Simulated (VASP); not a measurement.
Input:

```
LiH
1.0
    0.00000     2.01898     2.01898
    2.01898     0.00000     2.01898
    2.01898     2.01898     0.00000
Li H
1 1
Cartesian
  0.00000   0.00000   0.00000
  2.01898   2.01898   2.01898
```

The numbers are results of PBE0 hybrid, VASP's PBE PAW potentials (set 64) (plane waves; VASP), not measurements. Settings: 520 eV cut-off, 8×8×8 Γ-centred mesh, Gaussian smearing of 0.050 eV, potentials Li_sv H.

Problem. Give the stress tensor in GPa (positive for a compressed cell).

Solution. 
```
-1.45   0.00   0.00
 0.00  -1.45   0.00
 0.00   0.00  -1.45
```
The pressure is its mean diagonal, -1.45 GPa.

The compound is LiH in the rock salt structure. This cell is one point of a volume scan, at 1.03 of the reference volume. The cell's shape comes from a PBE relaxation.
